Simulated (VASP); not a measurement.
Given:

```xyz
2
Lattice="2.5193 0.0000 0.0000 0.0000 2.5193 0.0000 0.0000 0.0000 2.5193" Properties=species:S:1:pos:R:3 pbc="T T T"
Cr     0.0000     0.0000     0.0000
C      1.2596     1.2596     1.2596
```

Method: PBE GGA, VASP's PBE PAW potentials (set 64) (plane waves; VASP 6.6.1). Numerical set-up: 520 eV cut-off, 16×16×16 Γ-centred mesh, tetrahedra with Blöchl corrections, potentials Cr_pv C.

Predict the energy per atom (σ→0), band gap (on the k-mesh) with the smallest direct gap where there is one.

```json
{
  "band gap (on the k-mesh)": "none (metal, semimetal or under 0.01 eV)",
  "energy per atom (σ→0)": "-8.704 eV/atom"
}
```

Total energies compare only between runs with the same potentials, cut-off and functional.

The structure was generated: CrC was put into the CsCl type type (Pm-3m), which need not be its known phase. It was relaxed first, which changed the volume by -27 %. The run is not spin-polarised, so no magnetic state was tried.
